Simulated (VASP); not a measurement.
Input of a VASP 6.6.1 run:

INCAR

```
ALGO = Fast
EDIFF = 1E-6
ENCUT = 520
ISIF = 2
ISMEAR = -1
LASPH = T
LCHARG = F
LREAL = F
LWAVE = F
NBANDS = 36
NELM = 150
PREC = Accurate
SIGMA = 0.05
```

File KPOINTS:

```
k-points
0
Gamma
  8 8 8
```

File POSCAR:

```
VW2C3
1.0
   -1.5244850000      2.1619300000      4.5850290000
    1.5244850000     -2.1619300000      4.5850290000
    1.5244850000      2.1619300000     -4.5850290000
W V C
2 1 3
Direct
    0.8340170000      0.3340170000      0.5000000000
    0.1659830000      0.6659830000      0.5000000000
    0.5000000000      0.0000000000      0.5000000000
    0.3390390000      0.3390390000      0.0000000000
    0.6609610000      0.6609610000      0.0000000000
    0.0000000000      0.0000000000      0.0000000000
```

Potentials or basis: VASP PAW LDA potentials, release 64 (W_sv, V_sv, C).

Run with:

```sh
$ cat potpaw_LDA.64/W_sv/POTCAR potpaw_LDA.64/V_sv/POTCAR potpaw_LDA.64/C/POTCAR > POTCAR
$ mpirun -np 1 vasp_std > vasp.out
```

(1) Predict the largest force.

(2) What does it give for the pressure?

(3) Predict the band gap on the k mesh.

## Answers

(1) 0.026 eV/Å.

(2) -14.5 GPa.

(3) none (metal or under the smearing width).
